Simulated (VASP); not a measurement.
VASP input:

File POSCAR:
```
CeO2
1
    0.0000000000     2.7050000000     2.7050000000
    2.7050000000     0.0000000000     2.7050000000
    2.7050000000     2.7050000000     0.0000000000
Ce O
1 2
Direct
  0.0000000000   0.0000000000   0.0000000000
  0.2500000000   0.2500000000   0.2500000000
  0.7500000000   0.7500000000   0.7500000000
```

**KPOINTS**
```
Automatic mesh
0
Gamma
5 5 5
0 0 0
```

### INCAR
```
SYSTEM = CeO2
PREC = Accurate
ENCUT = 520
EDIFF = 1E-6
NELM = 100
ALGO = Normal
LREAL = .FALSE.
LASPH = .TRUE.
ISMEAR = 0
SIGMA = 0.05
GGA = PE
LMAXMIX = 6
LWAVE = .FALSE.
LCHARG = .FALSE.
ISIF = 2
IBRION = 0
NSW = 3
TEBEG = 300
```

POTCAR, in this order: Ce O (PBE.64 set). Program: vasp_std.

The resulting files:

**standard output**
```
 POSCAR found type information on POSCAR CeO
 POSCAR found :  2 types and       3 ions
 Reading from existing POTCAR

 -----------------------------------------------------------------------------
|                                                                             |
|     EEEEEEE  RRRRRR   RRRRRR   OOOOOOO  RRRRRR      ###     ###     ###     |
|     E        R     R  R     R  O     O  R     R     ###     ###     ###     |
|     E        R     R  R     R  O     O  R     R     ###     ###     ###     |
|     EEEEE    RRRRRR   RRRRRR   O     O  RRRRRR       #       #       #      |
|     E        R   R    R   R    O     O  R   R                               |
|     E        R    R   R    R   O     O  R    R      ###     ###     ###     |
|     EEEEEEE  R     R  R     R  OOOOOOO  R     R     ###     ###     ###     |
|                                                                             |
|     Fatal error! IBRION=0, but no entry for POTIM on file INCAR. MUST       |
|     be specified!                                                           |
|                                                                             |
|       ---->  I REFUSE TO CONTINUE WITH THIS SICK JOB ... BYE!!! <----       |
|                                                                             |
 -----------------------------------------------------------------------------
```

### Question
Read the log: what went wrong, and how is it fixed?

### Answer
The cause: molecular dynamics (IBRION = 0) was asked for without POTIM. VASP stops with an error: Fatal error! IBRION=0, but no entry for POTIM on file INCAR. MUST be specified! ----> I REFUSE TO CONTINUE WITH THIS SICK JOB ... BYE!!! <---- To mend it, set POTIM to the time step in fs (1 to 2 fs suits most solids). The plain static run on this cell (PBE GGA, plane waves, VASP's PBE PAW potentials (set 64)) converges, and its OSZICAR ends with
```
   1 F= -.26207909E+02 E0= -.26207909E+02  d E =-.991518E-21
```

The compound is CeO2 in the fluorite structure. The cell was not relaxed at this level. The run is not spin-polarised, so no magnetic state was tried.
